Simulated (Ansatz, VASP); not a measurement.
# Zn (Zinc) in two plane-wave programs, part 2 of 2

Aim: how closely do two programs agree when they are given the same cell, functional and k mesh? The structure shown comes from an earlier Ansatz run, which isn't shown and may have moved the atoms alone.

VASP 6.6.1 and Ansatz 0.2.0.

So far: Set-up; Ansatz: elastic constants, LDA.

## (3) VASP: elastic constants, LDA

Level of this step: LDA; plane waves and PAW (Zn) (VASP).

The same cell, functional (in two slightly different forms), mesh and smearing now go to VASP, with its own data sets.

Lines of VASP's logs that name or quote its potential files are left out, and so is its time.

Input file INCAR:

```
SYSTEM = Zn
PREC = Accurate
ENCUT = 500
EDIFF = 1E-08
NELM = 120
ISMEAR = 1
SIGMA = 0.25
LREAL = .FALSE.
ALGO = Normal
GGA = CA
NBANDS = 18
LORBIT = 11
LWAVE = .FALSE.
LCHARG = .FALSE.
ISIF = 3
IBRION = 6
NFREE = 2
POTIM = 0.015
NSW = 1
LASPH = .TRUE.
GGA_COMPAT = .FALSE.
KPAR = 2
```

Input file POSCAR:

```
Zn
1.0
    2.5609243043      0.0000000000      0.0000000000
   -1.2804621522      2.2178255047      0.0000000000
    0.0000000000      0.0000000000      4.7915923214
Zn
2
Direct
    0.3333333333      0.6666666667      0.2500000000
    0.6666666667      0.3333333333      0.7500000000
```

Input file KPOINTS:

```
Automatic mesh
0
Gamma
27 27 12
0 0 0
```

The projector-augmented-wave data sets are Zn (LDA family, release 64).

Launch:

```bash
$ mpirun -np 2 vasp_std
```

Numbers of over 12 decimals in the logs are rounded to 6 here.

Output:

```text
[banner, memory and clock lines left out]
running    2 mpi-ranks, on    1 nodes
 distrk:  each k-point on    1 cores,    2 groups
 distr:  one band on    1 cores,    1 groups

 POSCAR found type information on POSCAR Zn
 POSCAR found :  1 types and       2 ions
 LDA part: xc-table for (Slater(with rela. corr.)+CA(PZ))
 , standard interpolation
 POSCAR, INCAR and KPOINTS ok, starting setup
 FFT: planning ... GRIDC
 FFT: planning ... GRID_SOFT
 FFT: planning ... GRID
 WAVECAR not read
 entering main loop
       N       E                     dE             d eps       ncg     rms          rms(c)
DAV:   1     0.104153627907E+03    0.10415E+03   -0.12275E+04 19764   0.213E+03
DAV:   2     0.800544036142E-01   -0.10407E+03   -0.10111E+03 19008   0.295E+02
DAV:   3    -0.406056439460E+01   -0.41406E+01   -0.41256E+01 20998   0.678E+01
DAV:   4    -0.408178670852E+01   -0.21222E-01   -0.21217E-01 20830   0.491E+00
DAV:   5    -0.408181449335E+01   -0.27785E-04   -0.27785E-04 20436   0.158E-01    0.518E+00
DAV:   6    -0.378812893304E+01    0.29369E+00   -0.11305E+00 20430   0.238E+01    0.363E+00
DAV:   7    -0.376564009858E+01    0.22489E-01   -0.46587E-02 24074   0.387E+00    0.182E+00
DAV:   8    -0.375559315163E+01    0.10047E-01   -0.31563E-03 25836   0.811E-01    0.547E-02
DAV:   9    -0.375555896450E+01    0.34187E-04   -0.28968E-04 24242   0.208E-01    0.298E-02
DAV:  10    -0.375556215438E+01   -0.31899E-05   -0.19424E-05 20308   0.400E-02    0.254E-03
DAV:  11    -0.375556213556E+01    0.18821E-07   -0.68920E-07 20734   0.108E-02    0.211E-03
DAV:  12    -0.375556214223E+01   -0.66789E-08   -0.15476E-08 16148   0.161E-03
   1 F= -.37555621E+01 E0= -.37562578E+01  d E =0.208699E-02
[... from here on, the cycles between the ionic steps are left out ...]
   2 F= -.37532386E+01 E0= -.37538640E+01  d E =0.187616E-02
   3 F= -.37480118E+01 E0= -.37486710E+01  d E =0.197743E-02
   8 F= -.37536381E+01 E0= -.37542861E+01  d E =0.194396E-02
   9 F= -.37536380E+01 E0= -.37542860E+01  d E =0.194395E-02
  10 F= -.37544710E+01 E0= -.37551304E+01  d E =0.197826E-02
  11 F= -.37544710E+01 E0= -.37551304E+01  d E =0.197826E-02
  12 F= -.37544637E+01 E0= -.37551246E+01  d E =0.198259E-02
  13 F= -.37544637E+01 E0= -.37551246E+01  d E =0.198259E-02
  14 F= -.37554898E+01 E0= -.37561859E+01  d E =0.208814E-02
  15 F= -.37554898E+01 E0= -.37561859E+01  d E =0.208814E-02
  16 F= -.37552193E+01 E0= -.37559149E+01  d E =0.208679E-02
 Finite differences progress:
  Degree of freedom:   8/  8
  Displacement:        1/  2
  Total:              15/ 16
 bond charge predicted
       N       E                     dE             d eps       ncg     rms          rms(c)
DAV:   1    -0.375472513506E+01    0.49413E-03   -0.36296E+00 30764   0.144E+01    0.810E-02
DAV:   2    -0.375527103049E+01   -0.54590E-03   -0.62510E-03 30324   0.821E-01    0.465E-02
DAV:   3    -0.375522442449E+01    0.46606E-04   -0.53268E-05 33850   0.943E-02    0.137E-02
DAV:   4    -0.375521951259E+01    0.49119E-05   -0.88825E-06 33516   0.407E-02    0.221E-03
DAV:   5    -0.375521930158E+01    0.21101E-06   -0.57081E-07 31948   0.667E-03    0.886E-04
DAV:   6    -0.375521926844E+01    0.33134E-07   -0.51307E-08 31272   0.185E-03    0.211E-04
DAV:   7    -0.375521926737E+01    0.10714E-08   -0.39083E-09 17000   0.598E-04
  17 F= -.37552193E+01 E0= -.37559149E+01  d E =0.208679E-02
 Finite differences progress:
  Degree of freedom:   8/  8
  Displacement:        2/  2
  Total:              16/ 16
```

From OUTCAR (step 3):

```text
ion  position               nearest neighbor table
   1  0.333  0.667  0.250-   2 2.82   2 2.82   2 2.82   2 2.82   2 2.82   2 2.82
   2  0.667  0.333  0.750-   1 2.82   1 2.82   1 2.82   1 2.82   1 2.82   1 2.82

  LATTYP: Found a hexagonal cell.
 ALAT       =     2.5609243043
 C/A-ratio  =     1.8710401996

 Subroutine GETGRP returns: Found 24 space group operations
 (whereof 12 operations were pure point group operations)

The static configuration has the point symmetry D_3d.
 The point group associated with its full space group is D_6h.

 Found    525 irreducible k-points:

   k-points           NKPTS =    525   k-points in BZ     NKDIM =    525   number of bands    NBANDS=     18

   dimension x,y,z NGX =    20 NGY =   20 NGZ =   36
   dimension x,y,z NGXF=    40 NGYF=   40 NGZF=   72

   ENCUT  =  500.0 eV  36.75 Ry    6.06 a.u.   4.67  4.67  8.74*2*pi/ulx,y,z

   NELECT =      24.0000    total number of electrons

 k-points in reciprocal lattice and weights: Automatic mesh
   0.00000000  0.00000000  0.00000000       0.000
   0.03703704  0.00000000  0.00000000       0.001
   0.07407407  0.00000000  0.00000000       0.001
   0.11111111  0.00000000  0.00000000       0.001
   0.14814815  0.00000000  0.00000000       0.001
   0.18518519 -0.00000000  0.00000000       0.001
   0.22222222  0.00000000  0.00000000       0.001
   0.25925926 -0.00000000  0.00000000       0.001
   0.29629630 -0.00000000  0.00000000       0.001
[...]
0.33333333  0.29629630  0.50000000       0.001
   0.33333333  0.33333333  0.50000000       0.000

 average (electrostatic) potential at core
       1 -37.4799       2 -37.4799

 E-fermi :   3.7251

 k-point     1 :       0.0000    0.0000    0.0000
  band No.  band energies     occupation
    ...
      9      -3.8706      2.00000
     10      -3.6231      2.00000
     11      -3.6231      2.00000
     12      -0.4968      2.00000
     13       0.6366      2.00000
     14      18.0180      0.00000
     15      22.0008      0.00000
     16      22.7063      0.00000
     17      22.7063      0.00000
     18      24.1458      0.00000

 k-point     2 :       0.0370    0.0000    0.0000
  band No.  band energies     occupation
    ...
      9      -3.8754      2.00000
     10      -3.6580      2.00000
     11      -3.6225      2.00000
     12      -0.4168      2.00000
     13       0.6570      2.00000
     14      18.0683      0.00000
     15      21.5859      0.00000
     16      22.0571      0.00000
     17      22.1476      0.00000
     18      23.4920      0.00000

 k-point     3 :       0.0741    0.0000    0.0000
  band No.  band energies     occupation
    ...
      9      -3.8891      2.00000
     10      -3.7480      2.00000
     11      -3.6211      2.00000
     12      -0.1878      2.00000
     13       0.7197      2.00000
     14      18.2171      0.00000
     15      19.7935      0.00000
     16      21.1948      0.00000
     17      21.9508      0.00000
     18      22.9937      0.00000

  Total        0.1478093      0.1478093      0.0790814     -0.0000000     -0.0000000     -0.0000000
  in kB        8.7017828      8.7017828      4.6556557     -0.0000000     -0.0000000     -0.0000000
  external PRESSURE =       7.3530737 kB  Pullay stress =       0.0000000 kB

  energy-cutoff  :      500.00
  volume of cell :       27.21
      direct lattice vectors                 reciprocal lattice vectors
     2.560924304  0.000000000  0.000000000     0.390484013  0.225446050  0.000000000
    -1.280462152  2.217825505  0.000000000     0.000000000  0.450892100  0.000000000
     0.000000000  0.000000000  4.791592321     0.000000000  0.000000000  0.208698890

 POSITION                                       TOTAL-FORCE (eV/Angst)
 -----------------------------------------------------------------------------------
     -0.00000      1.47855      1.18290         0.000000     -0.000000      0.045056
      1.28046      0.73928      3.59369        -0.000000      0.000000     -0.045056
 -----------------------------------------------------------------------------------
    total drift:                                0.000000      0.000000     -0.000180

  FREE ENERGIE OF THE ION-ELECTRON SYSTEM (eV)
  ---------------------------------------------------
  free  energy   TOTEN  =        -3.7552192674 eV

  energy  without entropy=       -3.7573060583  energy(sigma->0) =       -3.75591486

  SYMMETRIZED ELASTIC MODULI (kBar)
 Direction    XX          YY          ZZ          XY          YZ          ZX
 --------------------------------------------------------------------------------
 XX        2579.9004    567.2492    543.1443     -0.0000      0.0000      0.0000
 YY         567.2492   2579.9004    543.1443     -0.0000     -0.0000      0.0000
 ZZ         543.1443    543.1443   1229.5027     -0.0000     -0.0000      0.0000
 XY          -0.0000     -0.0000     -0.0000   1006.3256      0.0000     -0.0000
 YZ           0.0000     -0.0000     -0.0000      0.0000    567.3039     -0.0000
 ZX          -0.0000      0.0000      0.0000     -0.0000     -0.0000    567.3039
 --------------------------------------------------------------------------------

 Eigenvectors and eigenvalues of the dynamical matrix
 ----------------------------------------------------

   1 f  =    4.738280 THz    29.771490 2PiTHz  158.051999 cm-1    19.595942 meV
             X         Y         Z           dx          dy          dz
     -0.000000  1.478550  1.197898    -0.000000    0.000000   -0.707107
      1.280462  0.739275  3.593694     0.000000    0.000000    0.707107

   2 f  =    2.275112 THz    14.294948 2PiTHz   75.889556 cm-1     9.409102 meV
             X         Y         Z           dx          dy          dz
     -0.000000  1.478550  1.197898    -0.462946    0.534491    0.000000
      1.280462  0.739275  3.593694     0.462946   -0.534491    0.000000

   3 f  =    2.275112 THz    14.294948 2PiTHz   75.889556 cm-1     9.409102 meV
             X         Y         Z           dx          dy          dz
     -0.000000  1.478550  1.197898    -0.534491   -0.462946    0.000000
      1.280462  0.739275  3.593694     0.534491    0.462946    0.000000

   4 f  =    0.000000 THz     0.000000 2PiTHz    0.000001 cm-1     0.000000 meV
             X         Y         Z           dx          dy          dz
     -0.000000  1.478550  1.197898     0.418728    0.569796    0.000000
      1.280462  0.739275  3.593694     0.418728    0.569796    0.000000

   5 f  =    0.000000 THz     0.000000 2PiTHz    0.000000 cm-1     0.000000 meV
             X         Y         Z           dx          dy          dz
     -0.000000  1.478550  1.197898     0.000000    0.000000    0.707107
      1.280462  0.739275  3.593694    -0.000000    0.000000    0.707107

   6 f/i=    0.000000 THz     0.000000 2PiTHz    0.000001 cm-1     0.000000 meV
             X         Y         Z           dx          dy          dz
     -0.000000  1.478550  1.197898    -0.569796    0.418728   -0.000000
      1.280462  0.739275  3.593694    -0.569796    0.418728    0.000000

 ELASTIC MODULI CONTR FROM IONIC RELAXATION (kBar)
 Direction    XX          YY          ZZ          XY          YZ          ZX
 --------------------------------------------------------------------------------
 XX          -1.2967      1.2967      0.0000      0.0000     -0.0000     -0.0000
 YY           1.2967     -1.2967     -0.0000      0.0000      0.0000      0.0000
 ZZ           0.0000     -0.0000     -0.0000      0.0000      0.0000      0.0000
 XY           0.0000      0.0000      0.0000     -1.2967     -0.0000     -0.0000
 YZ          -0.0000      0.0000      0.0000     -0.0000     -0.0000     -0.0000
 ZX          -0.0000      0.0000      0.0000     -0.0000     -0.0000     -0.0000
 --------------------------------------------------------------------------------

 TOTAL ELASTIC MODULI (kBar)
 Direction    XX          YY          ZZ          XY          YZ          ZX
 --------------------------------------------------------------------------------
 XX        2578.6037    568.5459    543.1443     -0.0000     -0.0000     -0.0000
 YY         568.5459   2578.6037    543.1443     -0.0000     -0.0000      0.0000
 ZZ         543.1443    543.1443   1229.5027     -0.0000     -0.0000      0.0000
 XY          -0.0000     -0.0000     -0.0000   1005.0289     -0.0000     -0.0000
 YZ           0.0000     -0.0000     -0.0000      0.0000    567.3039     -0.0000
 ZX          -0.0000      0.0000      0.0000     -0.0000     -0.0000    567.3039
 --------------------------------------------------------------------------------

 total charge
# of ion       s       p       d       tot
------------------------------------------
    1        0.619   0.535   9.729  10.883
    2        0.619   0.535   9.729  10.883
--------------------------------------------------
tot          1.239   1.071  19.457  21.767

[... 3 further parts left out ...]
```

CONTCAR:

```
Zn
   1.00000000000000
     2.5609243042999998    0.0000000000000000    0.0000000000000000
    -1.2804621521999999    2.2178255047000000    0.0000000000000000
     0.0000000000000000    0.0000000000000000    4.7915923213999996
  Zn
     2
Direct
     0.3333333332999970    0.6666666667000030    0.2468695166462707
     0.6666666667000030    0.3333333332999970    0.7500000000000000
```

Levels, forces or a CONTCAR printed for this step are those of its last displaced cell, not of the structure at rest.

## (4) Comparison

Known differences besides the potentials themselves: the two LDA forms differ slightly; the cutoff is 550 eV in Ansatz and 500 eV in VASP; VASP's log shows a relativistic correction to its local exchange, Ansatz's none; VASP takes each elastic constant from one size of strain, Ansatz from those that its log lists. Total energies have different zeros and are not compared.

Compared:

```csv
quantity,Ansatz,VASP,difference
C11 (GPa),254.1,257.9,-1.47 %
C22 (GPa),254.1,257.9,-1.47 %
C33 (GPa),122.1,123.0,-0.73 %
C12 (GPa),55.5,56.9,-2.30 %
C13 (GPa),52.1,54.3,-3.98 %
C23 (GPa),52.1,54.3,-3.98 %
C44 (GPa),57.2,56.7,+0.80 %
C55 (GPa),57.2,56.7,+0.80 %
C66 (GPa),99.3,100.5,-1.22 %
```

## (5) What came out

```yaml
difference_in_c13_elastic_constants_lda: -4.0 %
```

**Reading.** The difference in C13 is -4.0 % (elastic constants, LDA), within the 5 % picked in this series as the mark of a large difference. How closely two codes agree says nothing of how well the functional describes the real material.

[Lines on the potential files, build, host, timing and source positions are cut from VASP's logs without a mark.]

[Logs are printed without paths, hosts, clocks, repeated set-up lines and the standing remarks that a program may print on its own settings, such as how far it seeks lower states.]

[Hosts, paths, dates, database ids (printed as entryN), source tags and the programs' standing remarks are cut or masked in the printed files.]
